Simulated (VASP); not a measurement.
VASP ran on this input.

### KPOINTS
```
Automatic mesh
0
Gamma
7 7 14
0 0 0
```

POSCAR:
```
Ag3Pt
1
    0.0000000000     4.0475000000     4.0475000000
    4.0475000000     0.0000000000     4.0475000000
    2.0237500000     2.0237500000     0.0000000000
Pt Ag
1 3
Direct
  0.0000000000   0.0000000000   0.0000000000
  0.0000000000   0.5000000000   0.0000000000
  0.5000000000   0.0000000000   0.0000000000
  0.5000000000   0.5000000000   0.0000000000
```

**INCAR**
```
SYSTEM=Ag3Pt
PREC=Accurate; ENCUT=400; LREAL=F
LASPH=T
EDIFF=1E-6; NELM=100; ALGO=Normal
LMAXMIX=6
ISMEAR=1; SIGMA=0.1
GGA=PS
IBRION=2; NSW=60; ISIF=3
EDIFFG=-0.01
LWAVE=F; LCHARG=F
```

POTCAR, in this order: Pt Ag (PBE.64 set). Program: vasp_std.

Problem. Write an equivalent input for Quantum ESPRESSO's pw.x.

Solution. One equivalent input (not run):
```
&CONTROL
  calculation = 'vc-relax'
  pseudo_dir = './pseudo'
  outdir = './out'
  tprnfor = .true.
  tstress = .true.
  nstep = 60
  forc_conv_thr = 0.00039
/
&SYSTEM
  ibrav = 0
  nat = 4
  ntyp = 2
  ecutwfc = 84
  occupations = 'smearing'
  smearing = 'methfessel-paxton'
  degauss = 0.00735
  input_dft = 'pbesol'
/
&ELECTRONS
  conv_thr = 7.3e-08
  electron_maxstep = 100
/
&IONS
/
&CELL
/
ATOMIC_SPECIES
  Pt 195.084 Pt.upf
  Ag 107.868 Ag.upf
CELL_PARAMETERS angstrom
     0.0000000    4.0475000    4.0475000
     4.0475000    0.0000000    4.0475000
     2.0237500    2.0237500    0.0000000
ATOMIC_POSITIONS crystal
  Pt   0.0000000  0.0000000  0.0000000
  Ag   0.0000000  0.5000000  0.0000000
  Ag   0.5000000  0.0000000  0.0000000
  Ag   0.5000000  0.5000000  0.0000000
K_POINTS automatic
  7 7 14 0 0 0
```
The two are equivalent in intent, not identical: the potentials are each code's own (VASP's PAW set, PseudoDojo norm-conserving files in pw.x), so ENCUT and ecutwfc are chosen apart and not converted; conv_thr bounds pw.x's estimated SCF error, while EDIFF bounds the energy change between steps; forc_conv_thr acts on force components and is met together with etot_conv_thr.

The structure was generated: Ag3Pt was put into an ordered model structure (Cmmm), which need not be its known phase. This run relaxes it. Symmetry was kept, so distortions that lower it aren't found.
